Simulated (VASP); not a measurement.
MgC2:

```
CELL_PARAMETERS angstrom
0.00000 2.67866 2.67866
2.67866 0.00000 2.67866
2.67866 2.67866 0.00000
ATOMIC_POSITIONS crystal
Mg 0.50000 0.50000 0.50000
C 0.75000 0.75000 0.75000
C 0.25000 0.25000 0.25000
```

The cell was built by a generator and needn't be a form met in nature.

The cell isn't the ideal one: random cell by space group and Wyckoff sites (Fm-3m, No. 225).

- Program: VASP 6.6.1
- Task: relaxation of cell and atoms
- Functional: PBE
- Potentials or basis: VASP PAW PBE potentials, release 64 (Mg, C)
- Cutoff: 600 eV
- k mesh: 6 × 6 × 6
- Occupations: gaussian, width 0.1 eV
- Spin: no spin polarisation

At the start: pressure -11.2 GPa; volume 12.81 Å³/atom.

Question: Where does the relaxation end?

Answer: Over 3 steps the energy falls by 66.3 meV/atom and the volume is 11.12 Å³/atom (-13.2 %); space group Fm-3m (No. 225, to 0.05 Å).

The path:
```
step  energy change (eV)  largest force (eV/Å)  pressure (GPa)  volume (Å³)
   1              0.0000                0.0000          -11.20        38.44
   2             -0.1979                0.0000           -0.96        33.67
   3             -0.1989                0.0000           -0.07        33.37
```

Final structure:
```
CELL_PARAMETERS angstrom
0.00000 2.55520 2.55520
2.55520 0.00000 2.55520
2.55520 2.55520 0.00000
ATOMIC_POSITIONS crystal
Mg 0.50000 0.50000 0.50000
C 0.75000 0.75000 0.75000
C 0.25000 0.25000 0.25000
```
